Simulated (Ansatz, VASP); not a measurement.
# Mg2C in two plane-wave programs, part 2 of 2

Aim: how closely do two programs agree when they are given the same cell, functional and k mesh? The cell is generated by rule, not measured, and may not be a known phase. The cell is taken from a series of VASP runs on this material, whose earlier steps may have relaxed, scaled or displaced it; both programs get it as it stands.

VASP 6.6.1 and Ansatz 0.2.0.

So far: The starting structure; VASP: band structure, HSE06.

The structure was built from a prototype and need not be the compound's stable phase.

## Step 3: Ansatz: band structure, HSE06

Level of this step: Ansatz beside VASP: Kohn-Sham DFT, plane waves, HSE06 (Ansatz).

Ansatz runs on its default PAW (the set named soft_2) files.

The same cell, functional, mesh and smearing now go to Ansatz, which takes its cutoff from its data sets.

File input.yaml:

```yaml
crystal:
  lattice:
    - [0.0, 2.59372, 2.59372]
    - [2.59372, 0.0, 2.59372]
    - [2.59372, 2.59372, 0.0]
  atoms:
    - { symbol: C, position: [0.0, 0.0, 0.0] }
    - { symbol: Mg, position: [0.25, 0.25, 0.25] }
    - { symbol: Mg, position: [0.75, 0.75, 0.75] }
hamiltonian:
  xc: { exchange: pbe, correlation: pbe, exx: { coeff: 0.25, omega: 0.2 } }
  pseudopotentials: { kind: paw }
kpoints:
  mp_grid: { grid: [6, 6, 6] }
  band_path:
    path:
      - [0.0, 0.0, 0.0]
      - [0.5, 0.0, 0.5]
      - [0.5, 0.21429, 0.71429]
      - [0.41071, 0.33929, 0.75]
      - [0.16071, 0.16071, 0.32143]
      - [0.05357, 0.05357, 0.10714]
      - [0.21429, 0.21429, 0.21429]
      - [0.55357, 0.39286, 0.55357]
      - [0.58929, 0.25, 0.66071]
      - [0.5, 0.28571, 0.71429]
      - [0.5, 0.5, 0.5]
      - [0.375, 0.375, 0.75]
      - [0.5, 0.0, 0.5]
    npoints: 1
scf:
  occupations: { method: gaussian, width: 0.02 }
  n_extra_bands: 7
output:
  forces: true
  stress: true
  eigenvalues: true
```

Launch:

```bash
ansatz run input.yaml --threads 4 --pin off --max-ram 9216MiB --backend cpu --events-out ev --progress --plain --runs-dir out
```

Numbers of over 12 decimals in the logs are rounded to 6 here.

What it wrote:

```text
Warning: output.stress: scf.convergence.dr2_threshold = 1e-7 eV (the SCF's general default) is looser than the 3e-10 eV advised for a printed stress (1e-10 eV for each atom of the cell: 3). What an SCF threshold leaves in a stress goes as its square root, and in the free energy as the threshold itself, and one threshold admits the most on a small cell: [figures from the program's tests cut] Set scf.convergence.dr2_threshold to 3e-10 eV or tighter. The threshold is an SCF's pass mark: one that does not reach it within its budget of iterations ends unconverged, or closes short of it on a stop that the run arms, and scf.convergence.dr2_threshold's page says what that costs each kind of run
Warning: output.stress: scf.exx.energy_threshold = 1e-6 eV is looser than the 3e-8 eV advised for a stress under a hybrid functional (1e-8 eV for each atom of the cell: 3). Every SCF of the exchange loop can meet its threshold on dr2 while the loop round them stops early: no threshold on dr2 bounds what that leaves in the stress. Set scf.exx.energy_threshold to 3e-8 eV or tighter. The threshold is the loop's pass mark: a loop that does not reach it within its budget of cycles ends unconverged, and scf.exx.energy_threshold's page has the law
scf.n_extra_bands = 7 over 12 filled bands (N_el = 24.0): the run solves 19 bands
Engine: ansatz 0.2.0, x86_64-unknown-linux-gnu
Pseudopotentials: kind: paw
Pseudopotential: C, paw, valence charge 4, recommended cutoff 420 eV (normal), C.paw.azcp
Pseudopotential: Mg, paw, valence charge 10, recommended cutoff 420 eV (normal), Mg.paw.azcp
Functional definition: unnamed
  parameter a_1 = 0.25
  parameter omega_1 = 0.2/angstrom
  exchange = pbe_x + (-a_1)*pbe_x_sr(omega_1) + a_1*exact_x_sr(omega_1)
  correlation = pbe_c
Crystal: 3 atoms, lattice volume = 34.898 Å³
Basis set: ecut = 420 eV, 701 PW (Γ), exchange–correlation on 50×50×50 points (8 copies of the dense FFT grid, shifted against one another)
Bands: 19, of which v1, the nominal top of the filled ones, is band 12 counted from 1 (11 counted from 0)
Symmetry: 48 space group operations
Space group: Fm-3m (ITA 225), of the structure as read, at distance tolerance 3.3e-5 Å
k-points: 16 of 216
Non-local potential: C, projectors of the file, l = 0: 2, l = 1: 2, l = 2: 1
Non-local potential: Mg, projectors of the file, l = 0: 3, l = 1: 2, l = 2: 1
PAW form: soft (Blöchl's): semilocal exchange-correlation on the pseudo side does not see the compensation charge
PAW frozen core: C, regenerated for the run's functional, and the local potential with it (the file was generated under x = pbe(κ = 0.804, μ = 0.219515), c = pbe(β = 0.066725))
PAW frozen core: Mg, regenerated for the run's functional, and the local potential with it (the file was generated under x = pbe(κ = 0.804, μ = 0.219515), c = pbe(β = 0.066725))
PAW one-centre angular grid: C, 110 points (default); XC on 64 Gauss nodes
PAW one-centre angular grid: Mg, 110 points (default); XC on 96 Gauss nodes
Initial density: superposition of atomic densities (neutral atoms: chi_scale 0, normalization atom), corrected by the library's trained network
Initial wavefunctions: pseudopotential atomic-orbital guess
Functional: x = pbe(κ = 0.804, μ = 0.219515), c = pbe(β = 0.066725), warm-up for x = pbe(κ = 0.804, μ = 0.219515) + 0.25 (exact − pbe) at short range (hse, ω = 0.2 Å⁻¹), c = pbe(β = 0.066725)
SCF iter   1: F=—  HF=-4097.460027 eV  |F-HF|=—  |Δ(HF+E_count)|=         —  Δρ=1.55e-3  dr2=1.14e-3  ethr=1.77e-3  ⟨swp⟩=9.4  Hψ=1445  notcnv=0
preconditioner: auto → none  [insulator: Δε(μ)=0.723 eV  Ē_g=12.860 eV  σ=0.020 eV  W_gap=1.00  n_scr=14 (ndim 8)  ℏωp=17.8 eV  f_vac=0.000  D(μ)=0.00/eV (n_scr^D=0)]
SCF iter   2: F=—  HF=-4097.459656 eV  |F-HF|=—  |Δ(HF+E_count)|=   3.71e-4  Δρ=6.01e-4  dr2=1.50e-4  ethr=4.76e-6  ⟨swp⟩=4.3  Hψ=748  notcnv=0  defer=9
iter 3 solved again at ethr=3.00e-9 eV; its pass at ethr=6.24e-7 eV (dr2=7.20e-7 eV) is discarded
SCF iter   3: F=-4097.459565 eV  HF=-4097.459565 eV  |F-HF|=4.19e-7  |Δ(HF+E_count)|=   9.07e-5  Δρ=8.31e-5  dr2=6.67e-7  ethr=3.00e-9  ⟨swp⟩=3.8  Hψ=1242  notcnv=0
SCF 1 stopped early in 3 iterations: F = -4097.459565 eV  dr2 = 6.67e-7
  greatest PAW one-centre occupation: 1.000 electrons in one spin orbital (limit 2), on the Mg atom at site 2 (counted from 0), in its partial waves of l = 0
Initial density: handed on by an earlier stage of this run
Initial wavefunctions: those handed on with the density
Functional: x = pbe(κ = 0.804, μ = 0.219515) + 0.25 (exact − pbe) at short range (hse, ω = 0.2 Å⁻¹), c = pbe(β = 0.066725)
Exchange kernel: α = 0.2500, screened, ω = 0.2000 Å⁻¹, Wigner–Seitz truncation, v(0) = 1129.2860 eV·Å³, q-mesh 6×6×6, nearest image of the exchange supercell L = 22.01 Å, pair-density grid 15×15×15, without the augmentation charges, whose exchange is taken in its separable form by FFT convolution over the k-point mesh (sized by the pseudopotential files, 24×24×24 at the most), smooth part of the exact exchange by density-matrix convolution
Frozen-core exchange: fock
SCF iter   1: F=—  HF=-4098.171885 eV  |F-HF|=—  |Δ(HF+E_count)|=         —  Δρ=6.35e-3  dr2=7.26e-3  ethr=2.78e-8  ⟨swp⟩=8.1  Hψ=1656  notcnv=0
preconditioner: auto → none  [insulator: Δε(μ)=1.456 eV  Ē_g=14.614 eV  σ=0.020 eV  W_gap=1.00  n_scr=14 (ndim 8)  ℏωp=17.8 eV  f_vac=0.000  D(μ)=0.00/eV (n_scr^D=0)]
SCF iter   2: F=—  HF=-4098.167458 eV  |F-HF|=—  |Δ(HF+E_count)|=   4.43e-3  Δρ=2.29e-3  dr2=1.70e-3  ethr=2.78e-8  ⟨swp⟩=4.0  Hψ=983  notcnv=0
SCF iter   3: F=—  HF=-4098.166958 eV  |F-HF|=—  |Δ(HF+E_count)|=   5.00e-4  Δρ=4.40e-4  dr2=4.67e-4  ethr=2.78e-8  ⟨swp⟩=4.0  Hψ=868  notcnv=0
SCF iter   4: F=—  HF=-4098.171111 eV  |F-HF|=—  |Δ(HF+E_count)|=   4.15e-3  Δρ=5.99e-4  dr2=1.37e-4  ethr=2.78e-8  ⟨swp⟩=4.0  Hψ=1003  notcnv=0
SCF iter   5: F=—  HF=-4098.171057 eV  |F-HF|=—  |Δ(HF+E_count)|=   5.39e-5  Δρ=8.07e-5  dr2=9.41e-6  ethr=2.78e-8  ⟨swp⟩=3.7  Hψ=706  notcnv=0
SCF iter   6: F=-4098.171098 eV  HF=-4098.171101 eV  |F-HF|=2.67e-6  |Δ(HF+E_count)|=   4.33e-5  Δρ=7.49e-5  dr2=3.53e-6  ethr=1.17e-8  ⟨swp⟩=3.0  Hψ=664  notcnv=0
SCF 2 stopped early in 6 iterations: F = -4098.171098 eV  dr2 = 3.53e-6
hybrid outer 1: dexx = +4.424e-3 eV, tail = 4.35e-5 eV
Exchange kernel: α = 0.2500, screened, ω = 0.2000 Å⁻¹, Wigner–Seitz truncation, v(0) = 1129.2860 eV·Å³, q-mesh 6×6×6, nearest image of the exchange supercell L = 22.01 Å, pair-density grid 15×15×15, without the augmentation charges, whose exchange is taken in its separable form by FFT convolution over the k-point mesh (sized by the pseudopotential files, 24×24×24 at the most), smooth part of the exact exchange by density-matrix convolution
Frozen-core exchange: fock
SCF iter   1: F=—  HF=-4098.171001 eV  |F-HF|=—  |Δ(HF+E_count)|=         —  Δρ=5.26e-5  dr2=1.14e-6  ethr=9.07e-7  ⟨swp⟩=3.2  Hψ=644  notcnv=0
preconditioner: auto → none  [insulator: Δε(μ)=1.479 eV  Ē_g=14.619 eV  σ=0.020 eV  W_gap=1.00  n_scr=14 (ndim 8)  ℏωp=17.8 eV  f_vac=0.000  D(μ)=0.00/eV (n_scr^D=0)]
SCF iter   2: F=—  HF=-4098.171001 eV  |F-HF|=—  |Δ(HF+E_count)|=   3.44e-8  Δρ=1.29e-5  dr2=8.56e-8  ethr=4.52e-9  ⟨swp⟩=4.0  Hψ=718  notcnv=0
SCF iter   3: F=—  HF=-4098.171001 eV  |F-HF|=—  |Δ(HF+E_count)|=   2.39e-7  Δρ=7.77e-6  dr2=2.52e-8  ethr=1.16e-10  ⟨swp⟩=4.1  Hψ=872  notcnv=0
SCF iter   4: F=-4098.171001 eV  HF=-4098.171001 eV  |F-HF|=1.31e-9  |Δ(HF+E_count)|=   1.00e-8  Δρ=2.30e-6  dr2=1.13e-9  ethr=7.43e-11  ⟨swp⟩=3.0  Hψ=580  notcnv=0
SCF 3 converged in 4 iterations: F = -4098.171001 eV  dr2 = 1.13e-9
  Residual-converged pass: ⟨swp⟩=2.8  Hψ=500  notcnv=0  max |occ|·‖R‖ = 2.3e-6 eV (tolerance 2.4e-6 eV)  dr2=1.13e-9  dr2_onsite=9.44e-10  max |Δocc| = 0.0e0
hybrid outer 2: dexx = +2.196e-7 eV, tail = 1.85e-8 eV, Δε = 2.23e-3 eV (about 9.17e-5 eV left of the loop's levels)
NSCF: frozen V_eff on 13 k-points
hybrid SCF converged: 2 outer / 10 inner (+3 warm-up), last move |dexx| = 2.20e-7 eV, tail = 1.85e-8 eV
Stability not checked: this state was not tested for a lower state beside it, because the functional holds exact exchange (a hybrid, or Hartree-Fock), whose exchange loop this test does not read (fock_operator; see scf.lower_state_search)
Free energy (F): -4098.171001 eV
Frozen-core exchange: fock
Harris-Foulkes:  -4098.171001 eV  (|F-HF|=1.31e-9)
Internal energy: -4098.171001 eV  (E = F + TS)
E sigma→0 (E₀):  -4098.171001 eV
Fermi energy:    9.251117 eV
--- Per-component energies (eV) ---
  E_band       = -676.535514
  E_kinetic    = 244.929774
  E_local      = -2959.807559  (includes V_loc(G=0)·N_el)
  E_nonlocal   = 215.115853
  E_hartree    = 1046.788483
  E_xc         = -89.145837
  E_vxc        = -111.958216  (∫ρ·V_xc dr)
  E_exx        = -112.467459  (= α·E_x^exact, valence–valence)
  E_paw        = -588.403777  (= ΣΔE_a)
  E_vpaw       = 66.541865  (= ΣTr[D̂ρ^β])
  E_aug_tail   = 0.000009  (compensation charges beyond the density's cutoff)
  E_ewald      = -1855.093488
  E_core_change = -0.087001  (= ΣΔE_core)
  E_smearing   = -0.000000  (= −TS)
  E_closure    = 0.000001  (closes the sum)
  Σ components = -4098.171001   (vs F -4098.171001, Δ=0.00e0)
--- Forces (eV/Å), atoms counted from 1 ---
  atom   1  C     -0.00000000     0.00000000    -0.00000000
  atom   2  Mg     0.00000000     0.00000000     0.00000000
  atom   3  Mg     0.00000000    -0.00000000     0.00000000
  max |Σ_I F_I| component: 5.55e-17 eV/Å
--- Stress (GPa, compression-positive) ---
       16.475704       0.000000       0.000000
        0.000000      16.475704       0.000000
        0.000000       0.000000      16.475704
  P = ⅓ Tr σ = 16.4757 GPa (164.757 kbar)
--- Band table (eV; the first three rows and the last of 16) ---
  k-point 0: bands = [... 8 lower, -4.0078, 8.5118, 8.5118, 8.5118, 11.8469, 17.1797, 17.1797, 17.1797, ... 3 higher]
  k-point 1: bands = [... 8 lower, -3.6432, 6.7098, 8.3870, 8.3870, 13.0866, 17.0473, 17.3001, 17.3001, ... 3 higher]
  k-point 2: bands = [... 8 lower, -2.7105, 4.1993, 8.1674, 8.1674, 13.9366, 16.2282, 16.2282, 16.6028, ... 3 higher]
  k-point 15: bands = [... 8 lower, -1.3679, 4.4014, 5.7869, 5.9221, 11.9683, 16.2484, 17.8100, 19.3379, ... 3 higher]
```

Elapsed: 14 s, on 4 threads of Intel Xeon 6975P-C (Granite Rapids), shared host; peak memory 0.87 GiB; 49 s of CPU time.

The column dr2 measures how far the density is from self-consistency, as an energy; F and HF (Harris–Foulkes) agree once it is small.

## Step 4: Comparison

Known differences besides the potentials themselves: exact exchange at q = 0 is treated differently, which shows on coarse meshes; VASP keeps PBE cores, Ansatz makes them for the functional; the data sets hold 24 valence electrons in Ansatz (default PAW (the set named soft_2) files) and 8 in VASP; the cutoff is 420 eV in Ansatz and 520 eV in VASP; VASP takes a coarser grid for exact exchange (PRECFOCK = Fast). Total energies have different zeros and are not compared.

The two programs side by side:

```tsv
quantity	Ansatz	VASP	difference
pressure (GPa)	16.48	16.48	-0.01
pressure without Ansatz's Pulay correction (GPa)	16.33	16.48	-0.15
gap over the path points (eV)	1.472	1.464	+0.008
```

Levels at points of the path, from each program's valence-band top (eV; 3 filled, then empty):

```tsv
k (reciprocal lattice)	Ansatz	VASP
0.000 0.000 0.000	-0.01 -0.01 -0.01 3.33 8.66 8.66	-0.01 -0.01 -0.01 3.32 8.64 8.64
0.500 0.000 0.500	-4.66 -1.75 -1.75 1.47 5.99 12.02	-4.67 -1.76 -1.76 1.46 5.96 12.00
0.500 0.214 0.714	-3.78 -3.17 -2.76 4.10 8.49 8.62	-3.79 -3.19 -2.78 4.10 8.48 8.60
0.411 0.339 0.750	-4.00 -3.58 -1.61 3.40 7.87 9.72	-4.01 -3.60 -1.62 3.39 7.85 9.70
0.161 0.161 0.321	-2.88 -1.16 -0.08 5.59 7.61 8.52	-2.89 -1.17 -0.09 5.59 7.60 8.50
0.054 0.054 0.107	-0.60 -0.14 0.00 3.83 8.59 8.76	-0.61 -0.14 0.00 3.83 8.56 8.74
0.214 0.214 0.214	-2.56 -0.20 -0.20 4.93 8.45 8.52	-2.57 -0.20 -0.20 4.92 8.43 8.51
0.554 0.393 0.554	-5.21 -1.64 -0.74 5.11 6.89 8.06	-5.23 -1.64 -0.74 5.10 6.87 8.05
0.589 0.250 0.661	-4.00 -3.58 -1.61 3.40 7.87 9.72	-4.01 -3.60 -1.62 3.39 7.85 9.70
0.500 0.286 0.714	-3.82 -3.37 -2.44 4.33 8.02 9.38	-3.84 -3.38 -2.46 4.32 8.00 9.35
```

Among the levels compared at these points, filled levels agree within 21 meV and empty ones within 35 meV. Ansatz's pressure holds a Pulay correction of 0.14 GPa; VASP's holds none.

## Step 5: What came out

```yaml
difference_in_gap_over_the_path_points_band_structure_hse06: 0.0081 eV
```

**Reading.** The difference in gap over the path points is 0.0081 eV (band structure, HSE06), within the 0.08 eV picked in this series as the mark of a large difference. How closely two codes agree says nothing of how well the functional describes the real material.

[Lines on the potential files, build, host, timing and source positions are cut from VASP's logs without a mark.]

[Logs are printed without paths, hosts, clocks, repeated set-up lines and the standing remarks that a program may print on its own settings, such as how far it seeks lower states.]

[Hosts, paths, dates, database ids (printed as entryN), source tags and the programs' standing remarks are cut or masked in the printed files.]
